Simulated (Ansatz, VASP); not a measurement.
**SiPb: VASP beside Ansatz**

One calculation is typed for both programs; each brings its own data sets. How far apart do they land? The cell is generated by rule, not measured, and may not be a known phase. The cell is taken from a series of runs on this material, whose earlier steps may have relaxed, scaled, displaced or heated it; both programs get it as it stands.

Main program and level: Ansatz 0.2.0; plane waves, with VASP 6.6.1 beside it; zone-centre phonons at PBEsol.

The structure was built from a prototype and need not be the compound's stable phase.

## Step 1: Starting point

Symmetry: P6_3/mmc, No. 194, hexagonal system. Conventional cell: a = 3.885 Å, b = 3.885 Å, c = 7.425 Å, α = 90.00°, β = 90.00°, γ = 120.00°. Pb has 6 Si at 2.91 Å nearest. Nearest to Si lie 6 Pb at 2.91 Å. Farther neighbours are not listed.

Structure file:

```
Pb Si
1.0
     3.88497    0.00000    0.00000
    -1.94249    3.36449    0.00000
     0.00000    0.00000    7.42542
Pb Si
2 2
Direct
  0.00000 0.00000 0.00000
  0.00000 0.00000 0.50000
  0.33333 0.66667 0.25000
  0.66667 0.33333 0.75000
```

## Step 2: VASP: zone-centre phonons, PBEsol

Second derivatives magnify differences that forces hide, and they need a tight electronic threshold.

Lines of VASP's logs that name or quote its potential files are left out, and so is its time.

File INCAR:

```
SYSTEM = SiPb
PREC = Accurate
ENCUT = 500
EDIFF = 1E-08
NELM = 120
ISMEAR = 1
SIGMA = 0.15
LREAL = .FALSE.
ALGO = Normal
GGA = PS
NBANDS = 24
LORBIT = 11
LWAVE = .FALSE.
LCHARG = .FALSE.
ISIF = 2
IBRION = 8
LASPH = .TRUE.
GGA_COMPAT = .FALSE.
KPAR = 2
```

File POSCAR:

```
SiPb
1.0
    3.8849729732      0.0000000000      0.0000000000
   -1.9424864866      3.3644852878      0.0000000000
    0.0000000000      0.0000000000      7.4254180060
Pb Si
2 2
Direct
    0.0000000000      0.0000000000      0.0000000000
    0.0000000000      0.0000000000      0.5000000000
    0.3333333333      0.6666666667      0.2500000000
    0.6666666667      0.3333333333      0.7500000000
```

File KPOINTS:

```
Automatic mesh
0
Gamma
12 12 6
0 0 0
```

PAW data sets: Pb_d and Si (PBE family, release 64).

Launch:

```bash
> mpirun -np 2 vasp_std
```

Numbers of over 12 decimals in the logs are rounded to 6 here.

The program printed:

```text
[banner, memory and clock lines left out]
running    2 mpi-ranks, on    1 nodes
 distrk:  each k-point on    1 cores,    2 groups
 distr:  one band on    1 cores,    1 groups

 POSCAR found type information on POSCAR PbSi
 POSCAR found :  2 types and       4 ions
|                                                                             |
|               ----> ADVICE to this user running VASP <----                  |
|                                                                             |
|     You enforced a specific xc type in the INCAR file but a different       |
|     [... a line on the potential file left out ...]
|     I HOPE YOU KNOW WHAT YOU ARE DOING!                                     |
|                                                                             |

 LDA part: xc-table for (Slater+PW92), standard interpolation
 POSCAR, INCAR and KPOINTS ok, starting setup
 FFT: planning ... GRIDC
 FFT: planning ... GRID_SOFT
 FFT: planning ... GRID
 WAVECAR not read
 entering main loop
       N       E                     dE             d eps       ncg     rms          rms(c)
DAV:   1     0.327946516502E+03    0.32795E+03   -0.16539E+04  3648   0.156E+03
DAV:   2     0.735418437579E+01   -0.32059E+03   -0.31379E+03  3720   0.405E+02
DAV:   3    -0.167241279298E+02   -0.24078E+02   -0.23588E+02  4800   0.133E+02
DAV:   4    -0.174416403484E+02   -0.71751E+00   -0.71661E+00  4376   0.260E+01
DAV:   5    -0.174792561056E+02   -0.37616E-01   -0.37613E-01  5648   0.537E+00    0.281E+00
DAV:   6    -0.173720451824E+02    0.10721E+00   -0.20682E-01  5032   0.565E+00    0.153E+00
DAV:   7    -0.173527644581E+02    0.19281E-01   -0.85924E-02  4904   0.284E+00    0.400E-01
DAV:   8    -0.173506413863E+02    0.21231E-02   -0.11297E-02  4672   0.126E+00    0.459E-02
DAV:   9    -0.173505968908E+02    0.44496E-04   -0.82410E-04  4992   0.334E-01    0.347E-02
DAV:  10    -0.173506020979E+02   -0.52071E-05   -0.53053E-05  5016   0.556E-02    0.129E-02
DAV:  11    -0.173505988063E+02    0.32916E-05   -0.24901E-05  5184   0.642E-02    0.394E-03
DAV:  12    -0.173505987673E+02    0.38983E-07   -0.13152E-06  4752   0.105E-02    0.198E-03
DAV:  13    -0.173505987888E+02   -0.21495E-07   -0.13645E-07  5264   0.395E-03    0.251E-04
DAV:  14    -0.173505988263E+02   -0.37515E-07   -0.10087E-08  2696   0.905E-04    0.135E-04
DAV:  15    -0.173505988611E+02   -0.34770E-07   -0.44557E-09  2720   0.565E-04    0.754E-05
DAV:  16    -0.173505988556E+02    0.55411E-08   -0.89184E-10  2472   0.387E-04
   1 F= -.17350599E+02 E0= -.17350295E+02  d E =-.910256E-03
 Linear response reoptimize wavefunctions to high precision
DAV:   1    -0.173505988520E+02    0.35375E-08   -0.23972E-10  2672   0.162E-04
DAV:   2    -0.173505988520E+02   -0.90949E-11   -0.90114E-11  2288   0.121E-04
 Linear response DOF=           4
 Linear response progress:
  Degree of freedom:   1/  4
       N       E                     dE             d eps       ncg     rms          rms(c)
RMM:   1    -0.326197040908E+00   -0.32620E+00   -0.14775E-01 16515   0.486E+00
RMM:   2    -0.328398829300E+00   -0.22018E-02   -0.13041E-02 18010   0.937E-01    0.407E-02
RMM:   3    -0.328537636215E+00   -0.13881E-03   -0.17731E-03 20685   0.314E-01    0.232E-02
RMM:   4    -0.328318462555E+00    0.21917E-03   -0.17073E-04 19804   0.107E-01    0.524E-03
RMM:   5    -0.328311501369E+00    0.69612E-05   -0.42164E-05 21289   0.430E-02    0.238E-03
RMM:   6    -0.328316011497E+00   -0.45101E-05   -0.71671E-06 20531   0.149E-02    0.830E-04
RMM:   7    -0.328315428166E+00    0.58333E-06   -0.31905E-06 20630   0.593E-03    0.365E-04
RMM:   8    -0.328311804398E+00    0.36238E-05   -0.19693E-06 20673   0.252E-03    0.860E-05
RMM:   9    -0.328311272428E+00    0.53197E-06   -0.64666E-07 20454   0.114E-03    0.212E-05
RMM:  10    -0.328311456335E+00   -0.18391E-06   -0.36806E-07 21113   0.537E-04    0.728E-06
RMM:  11    -0.328311360880E+00    0.95455E-07   -0.24316E-07 21067   0.267E-04    0.309E-06
RMM:  12    -0.328311320128E+00    0.40752E-07   -0.12341E-07 21501   0.132E-04    0.371E-06
RMM:  13    -0.328311344304E+00   -0.24176E-07   -0.98434E-08 21121   0.718E-05    0.105E-06
RMM:  14    -0.328311330462E+00    0.13842E-07   -0.43253E-08 19465   0.429E-05    0.417E-07
RMM:  15    -0.328311325642E+00    0.48203E-08   -0.21940E-08 17064   0.276E-05    0.266E-07
 first order change of Fermi-energy   0.13875E-04
 force on displaced ion       1 direction 1 :  -2.504   0.000   0.000
 Linear response progress:
  Degree of freedom:   2/  4
       N       E                     dE             d eps       ncg     rms          rms(c)
RMM:   1    -0.356570540587E+00   -0.35657E+00   -0.14298E-01  6779   0.489E+00
RMM:   2    -0.357707681973E+00   -0.11371E-02   -0.14493E-02  7728   0.964E-01    0.757E-02
RMM:   3    -0.357705014182E+00    0.26678E-05   -0.22651E-03  8380   0.345E-01    0.306E-02
RMM:   4    -0.357557484413E+00    0.14753E-03   -0.35298E-04  8433   0.128E-01    0.190E-02
RMM:   5    -0.357409398377E+00    0.14809E-03   -0.93495E-05  8549   0.591E-02    0.394E-03
RMM:   6    -0.357394254118E+00    0.15144E-04   -0.23279E-05  8664   0.199E-02    0.143E-03
RMM:   7    -0.357395460666E+00   -0.12065E-05   -0.63022E-06  8540   0.865E-03    0.491E-04
RMM:   8    -0.357392295487E+00    0.31652E-05   -0.46398E-06  8655   0.374E-03    0.361E-04
RMM:   9    -0.357388015327E+00    0.42802E-05   -0.36208E-06  8634   0.163E-03    0.106E-04
RMM:  10    -0.357388893518E+00   -0.87819E-06   -0.15770E-06  8855   0.792E-04    0.182E-05
RMM:  11    -0.357388913140E+00   -0.19622E-07   -0.99144E-07  8967   0.367E-04    0.123E-05
RMM:  12    -0.357388845512E+00    0.67628E-07   -0.27206E-07  9006   0.175E-04    0.451E-06
RMM:  13    -0.357388819518E+00    0.25994E-07   -0.17084E-07  8386   0.946E-05    0.226E-06
RMM:  14    -0.357388820961E+00   -0.14426E-08   -0.17274E-07  8963   0.565E-05    0.165E-06
RMM:  15    -0.357388808747E+00    0.12214E-07   -0.71286E-08  7801   0.361E-05    0.665E-07
RMM:  16    -0.357388802241E+00    0.65053E-08   -0.25966E-08  6761   0.258E-05    0.581E-07
 first order change of Fermi-energy  -0.18708E-03
 force on displaced ion       1 direction 3 :  -0.000   0.000  -4.229
 Linear response progress:
  Degree of freedom:   3/  4
       N       E                     dE             d eps       ncg     rms          rms(c)
RMM:   1    -0.175225376944E-01   -0.17523E-01    0.85632E-03 27055   0.819E-01
RMM:   2    -0.159776114152E-01    0.15449E-02   -0.72091E-04 21835   0.293E-01    0.388E-02
RMM:   3    -0.161331749531E-01   -0.15556E-03   -0.36555E-04 25901   0.117E-01    0.221E-02
RMM:   4    -0.162181753978E-01   -0.85000E-04   -0.88108E-05 24959   0.517E-02    0.372E-03
RMM:   5    -0.162134759306E-01    0.46995E-05    0.43896E-06 25604   0.199E-02    0.209E-03
RMM:   6    -0.162080379602E-01    0.54380E-05   -0.48581E-06 25571   0.754E-03    0.526E-04
RMM:   7    -0.162072050762E-01    0.83288E-06    0.16069E-06 25469   0.324E-03    0.248E-04
RMM:   8    -0.162082533492E-01   -0.10483E-05   -0.38563E-07 25872   0.121E-03    0.674E-05
RMM:   9    -0.162082007002E-01    0.52649E-07   -0.10924E-07 26441   0.507E-04    0.197E-05
RMM:  10    -0.162081455044E-01    0.55196E-07    0.61011E-08 26028   0.190E-04    0.701E-06
RMM:  11    -0.162081647990E-01   -0.19295E-07   -0.71085E-08 26969   0.803E-05    0.213E-06
RMM:  12    -0.162081549080E-01    0.98909E-08    0.18962E-08 26406   0.342E-05    0.132E-06
 first order change of Fermi-energy  -0.26447E-04
 force on displaced ion       3 direction 1 :  -2.740  -0.001   0.000
 Linear response progress:
  Degree of freedom:   4/  4
       N       E                     dE             d eps       ncg     rms          rms(c)
RMM:   1    -0.277756533173E-01   -0.27776E-01    0.23464E-02 10028   0.115E+00
RMM:   2    -0.249015502294E-01    0.28741E-02   -0.37394E-03  7470   0.551E-01    0.507E-02
RMM:   3    -0.248675250451E-01    0.34025E-04   -0.79551E-04  7705   0.234E-01    0.254E-02
RMM:   4    -0.248974938022E-01   -0.29969E-04   -0.86754E-05  8565   0.870E-02    0.112E-02
RMM:   5    -0.249232398353E-01   -0.25746E-04   -0.17197E-05  7981   0.349E-02    0.349E-03
RMM:   6    -0.249305238987E-01   -0.72841E-05    0.76963E-06  8563   0.144E-02    0.101E-03
RMM:   7    -0.249320669329E-01   -0.15430E-05   -0.47134E-06  7967   0.536E-03    0.419E-04
RMM:   8    -0.249321937678E-01   -0.12683E-06    0.38307E-07  9001   0.220E-03    0.174E-04
RMM:   9    -0.249327948109E-01   -0.60104E-06   -0.58811E-07  8642   0.770E-04    0.599E-05
RMM:  10    -0.249326990805E-01    0.95730E-07    0.24719E-08  7898   0.320E-04    0.194E-05
RMM:  11    -0.249326153741E-01    0.83706E-07    0.15436E-09  8789   0.131E-04    0.887E-06
RMM:  12    -0.249326111319E-01    0.42422E-08    0.47405E-09  9086   0.554E-05    0.307E-06
 first order change of Fermi-energy   0.30770E-03
 force on displaced ion       3 direction 3 :  -0.000   0.000  -3.582
 Linear response finished
```

Parts of OUTCAR (step 2):

```text
ion  position               nearest neighbor table
   1  0.000  0.000  0.000-   3 2.91   4 2.91   3 2.91   4 2.91   4 2.91   3 2.91   2 3.71   2 3.71

  LATTYP: Found a hexagonal cell.
 ALAT       =     3.8849729732
 C/A-ratio  =     1.9113178025

 Subroutine GETGRP returns: Found 24 space group operations
 (whereof 12 operations were pure point group operations)

The static configuration has the point symmetry D_3d.
 The point group associated with its full space group is D_6h.

 Found     76 irreducible k-points:

   k-points           NKPTS =     76   k-points in BZ     NKDIM =     76   number of bands    NBANDS=     24

   dimension x,y,z NGX =    28 NGY =   28 NGZ =   54
   dimension x,y,z NGXF=    56 NGYF=   56 NGZF=  108

   ENCUT  =  500.0 eV  36.75 Ry    6.06 a.u.   7.08  7.08 13.54*2*pi/ulx,y,z

   NELECT =      36.0000    total number of electrons

 k-points in reciprocal lattice and weights: Automatic mesh
   0.00000000  0.00000000  0.00000000       0.001
   0.08333333  0.00000000  0.00000000       0.007
   0.16666667  0.00000000  0.00000000       0.007
   0.25000000  0.00000000  0.00000000       0.007
   0.33333333  0.00000000  0.00000000       0.007
   0.41666667  0.00000000  0.00000000       0.007
   0.50000000  0.00000000  0.00000000       0.003
   0.08333333  0.08333333  0.00000000       0.007
   0.16666667  0.08333333  0.00000000       0.014
[...]
0.33333333  0.25000000  0.50000000       0.014
   0.33333333  0.33333333  0.50000000       0.002

 average (electrostatic) potential at core
       1 -90.0606       2 -90.0606       3 -82.5629       4 -82.5629

  Total       -0.0124501     -0.0124501     -0.0051668      0.0000000      0.0000000      0.0000000
  in kB       -0.2055201     -0.2055201     -0.0852920      0.0000000      0.0000000      0.0000000
  external PRESSURE =      -0.1654441 kB  Pullay stress =       0.0000000 kB

  energy-cutoff  :      500.00
  volume of cell :       97.06
      direct lattice vectors                 reciprocal lattice vectors
     3.884972973  0.000000000  0.000000000     0.257402048  0.148611142  0.000000000
    -1.942486487  3.364485288  0.000000000     0.000000000  0.297222283  0.000000000
     0.000000000  0.000000000  7.425418006     0.000000000  0.000000000  0.134672553

 POSITION                                       TOTAL-FORCE (eV/Angst)
 -----------------------------------------------------------------------------------
      0.00000      0.00000      0.00000        -0.000000      0.000000     -0.000000
      0.00000      0.00000      3.71271         0.000000      0.000000     -0.000000
     -0.00000      2.24299      1.85635        -0.000000     -0.000000      0.000000
      1.94249      1.12150      5.56906         0.000000      0.000000     -0.000000
 -----------------------------------------------------------------------------------
    total drift:                               -0.000000      0.000000      0.000000

 Eigenvectors and eigenvalues of the dynamical matrix
 ----------------------------------------------------

   1 f  =    5.874052 THz    36.907754 2PiTHz  195.937269 cm-1    24.293114 meV
             X         Y         Z           dx          dy          dz
      0.000000  0.000000  0.000000     0.000000    0.000000   -0.244013
      0.000000  0.000000  3.712709     0.000000    0.000000   -0.244013
     -0.000000  2.242990  1.856355    -0.000000    0.000000    0.663670
      1.942486  1.121495  5.569064    -0.000000   -0.000000    0.663670

   2 f  =    5.651556 THz    35.509776 2PiTHz  188.515631 cm-1    23.372949 meV
             X         Y         Z           dx          dy          dz
      0.000000  0.000000  0.000000     0.000000    0.000000    0.000000
      0.000000  0.000000  3.712709     0.000000    0.000000    0.000000
     -0.000000  2.242990  1.856355    -0.000000    0.000000    0.707107
      1.942486  1.121495  5.569064    -0.000000   -0.000000   -0.707107

   3 f  =    5.182223 THz    32.560870 2PiTHz  172.860366 cm-1    21.431944 meV
             X         Y         Z           dx          dy          dz
      0.000000  0.000000  0.000000    -0.244779   -0.000019    0.000000
      0.000000  0.000000  3.712709    -0.244779   -0.000019   -0.000000
     -0.000000  2.242990  1.856355     0.663388    0.000052    0.000000
      1.942486  1.121495  5.569064     0.663388    0.000052   -0.000000

   4 f  =    5.182223 THz    32.560870 2PiTHz  172.860366 cm-1    21.431944 meV
             X         Y         Z           dx          dy          dz
      0.000000  0.000000  0.000000    -0.000019    0.244779    0.000000
      0.000000  0.000000  3.712709    -0.000019    0.244779   -0.000000
     -0.000000  2.242990  1.856355     0.000052   -0.663388   -0.000000
      1.942486  1.121495  5.569064     0.000052   -0.663388    0.000000

   5 f  =    4.904874 THz    30.818230 2PiTHz  163.608975 cm-1    20.284918 meV
             X         Y         Z           dx          dy          dz
      0.000000  0.000000  0.000000    -0.000000   -0.000000    0.000000
      0.000000  0.000000  3.712709    -0.000000   -0.000000   -0.000000
     -0.000000  2.242990  1.856355     0.707107    0.000035   -0.000000
      1.942486  1.121495  5.569064    -0.707107   -0.000035    0.000000

   6 f  =    4.904874 THz    30.818230 2PiTHz  163.608975 cm-1    20.284918 meV
             X         Y         Z           dx          dy          dz
      0.000000  0.000000  0.000000     0.000000    0.000000   -0.000000
      0.000000  0.000000  3.712709     0.000000    0.000000   -0.000000
     -0.000000  2.242990  1.856355     0.000035   -0.707107    0.000000
      1.942486  1.121495  5.569064    -0.000035    0.707107   -0.000000

   7 f  =    2.422439 THz    15.220632 2PiTHz   80.803862 cm-1    10.018398 meV
             X         Y         Z           dx          dy          dz
      0.000000  0.000000  0.000000    -0.000000    0.000000   -0.707107
      0.000000  0.000000  3.712709    -0.000000   -0.000000    0.707107
     -0.000000  2.242990  1.856355    -0.000000    0.000000    0.000000
      1.942486  1.121495  5.569064    -0.000000    0.000000    0.000000

   8 f  =    1.640135 THz    10.305272 2PiTHz   54.709015 cm-1     6.783050 meV
             X         Y         Z           dx          dy          dz
      0.000000  0.000000  0.000000     0.707107    0.000000    0.000000
      0.000000  0.000000  3.712709    -0.707107   -0.000000   -0.000000
     -0.000000  2.242990  1.856355    -0.000000    0.000000   -0.000000
      1.942486  1.121495  5.569064    -0.000000    0.000000    0.000000

   9 f  =    1.640135 THz    10.305272 2PiTHz   54.709015 cm-1     6.783050 meV
             X         Y         Z           dx          dy          dz
      0.000000  0.000000  0.000000    -0.000000    0.707107    0.000000
      0.000000  0.000000  3.712709     0.000000   -0.707107   -0.000000
     -0.000000  2.242990  1.856355     0.000000   -0.000000    0.000000
      1.942486  1.121495  5.569064     0.000000   -0.000000    0.000000

  10 f/i=    0.002549 THz     0.016018 2PiTHz    0.085039 cm-1     0.010544 meV
             X         Y         Z           dx          dy          dz
      0.000000  0.000000  0.000000     0.000000    0.000000   -0.663670
      0.000000  0.000000  3.712709     0.000000    0.000000   -0.663670
     -0.000000  2.242990  1.856355     0.000000    0.000000   -0.244013
      1.942486  1.121495  5.569064     0.000000    0.000000   -0.244013

  11 f/i=    0.003732 THz     0.023450 2PiTHz    0.124492 cm-1     0.015435 meV
             X         Y         Z           dx          dy          dz
      0.000000  0.000000  0.000000     0.655018    0.105047    0.000000
      0.000000  0.000000  3.712709     0.655018    0.105047    0.000000
     -0.000000  2.242990  1.856355     0.241690    0.038761    0.000000
      1.942486  1.121495  5.569064     0.241690    0.038761    0.000000

  12 f/i=    0.003732 THz     0.023450 2PiTHz    0.124492 cm-1     0.015435 meV
             X         Y         Z           dx          dy          dz
      0.000000  0.000000  0.000000     0.105047   -0.655018   -0.000000
      0.000000  0.000000  3.712709     0.105047   -0.655018   -0.000000
     -0.000000  2.242990  1.856355     0.038761   -0.241690   -0.000000
      1.942486  1.121495  5.569064     0.038761   -0.241690   -0.000000

 ELASTIC MODULI CONTR FROM IONIC RELAXATION (kBar)
 Direction    XX          YY          ZZ          XY          YZ          ZX
 --------------------------------------------------------------------------------
 XX        -139.1300    139.1300      0.0000     -0.0000      0.0000      0.0000
 YY         139.1300   -139.1300      0.0000      0.0000     -0.0000      0.0000
 ZZ           0.0000      0.0000      0.0000      0.0000      0.0000      0.0000
 XY          -0.0000      0.0000      0.0000   -139.1300      0.0000      0.0000
 YZ           0.0000     -0.0000      0.0000      0.0000     -0.0000      0.0000
 ZX           0.0000      0.0000      0.0000      0.0000      0.0000      0.0000
 --------------------------------------------------------------------------------
```

(Continued in part 2 of 2.)

[Lines on the potential files, build, host, timing and source positions are cut from VASP's logs without a mark.]

[Logs are printed without paths, hosts, clocks, repeated set-up lines and the standing remarks that a program may print on its own settings, such as how far it seeks lower states.]

[Hosts, paths, dates, database ids (printed as entryN), source tags and the programs' standing remarks are cut or masked in the printed files.]
